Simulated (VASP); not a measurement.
All values below come from r2SCAN+rVV10, VASP's PBE PAW potentials (set 64) (plane waves; VASP).

A VASP calculation is set up with these files.

### POSCAR
```
GaN
1
    0.0000000000     2.2482458888     2.2482458888
    2.2482458888     0.0000000000     2.2482458888
    2.2482458888     2.2482458888     0.0000000000
Ga N
1 1
Direct
  0.0000000000   0.0000000000   0.0000000000
  0.2500000000   0.2500000000   0.2500000000
```

### KPOINTS
```
Automatic mesh
0
Gamma
11 11 11
0 0 0
```

File KPOINTS_OPT:
```
k-points along high-symmetry lines
10
Line-mode
Reciprocal
  0.000000   0.000000   0.000000 ! GAMMA
 -0.500000  -0.500000   0.000000 ! X

 -0.500000  -0.500000   0.000000 ! X
 -0.375000  -0.375000   0.250000 ! U

 -0.375000   0.000000   0.375000 ! K
  0.000000   0.000000   0.000000 ! GAMMA

  0.000000   0.000000   0.000000 ! GAMMA
  0.000000   0.000000   0.500000 ! L

  0.000000   0.000000   0.500000 ! L
 -0.500000  -0.250000   0.250000 ! W

 -0.500000  -0.250000   0.250000 ! W
 -0.500000  -0.500000   0.000000 ! X
```

### INCAR
```
SYSTEM = GaN
PREC = Accurate; ENCUT = 520; LREAL = F
LASPH = T
EDIFF = 1E-7; NELM = 100; ALGO = Normal
LMAXMIX = 4; LMIXTAU = T
ISMEAR = -5
METAGGA = R2SCAN; LUSE_VDW = T; BPARAM = 11.95
CPARAM = 0.0093
ISIF = 2
LWAVE = F; LCHARG = F; LORBIT = 11
NEDOS = 601
```

POTCAR, in this order: Ga_d N (PBE.64 set). Program: vasp_std.

Q: What will the output report for the number of irreducible k-points (NKPTS), largest plane-wave count, number of space-group operations, FFT grid (NGX, NGY, NGZ)?

A: 
The number of irreducible k-points (NKPTS) is 56, the largest plane-wave count is 624 and the number of space-group operations comes out as 24. The FFT grid (NGX, NGY, NGZ) is 24 × 24 × 24.

The compound is GaN in the zinc blende structure, a metastable form; wurtzite is the usual one. It was relaxed first.
